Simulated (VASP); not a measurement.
Given:

```yaml
crystal:
  lattice:
    - [0.00000, 3.33620, 3.33620]
    - [3.33620, 0.00000, 3.33620]
    - [3.33620, 3.33620, 0.00000]
  atoms:
    - { symbol: La, position: [0.00000, 0.00000, 0.00000] }
    - { symbol: Si, position: [0.25000, 0.25000, 0.25000] }
```

Computed with PBEsol GGA, VASP's PBE PAW potentials (set 64) (plane waves; VASP). Numerical set-up: 400 eV cut-off, Gaussian smearing of 0.050 eV, potentials La Si.

Question: Predict the band gap (along the path) with the smallest direct gap where there is one.

Answer: 
```
Property                                                     Result
-------------------------  ----------------------------------------
band gap (along the path)  none (metal, semimetal or under 0.01 eV)
```

The absolute energy has meaning only against runs of the same code, potentials and settings.

The structure was generated: LaSi was put into the zinc blende type (F-43m), which need not be its known phase. It was relaxed first, which changed the volume by -25 %. The electron count is odd and the run is not spin-polarised, which forces a metal.
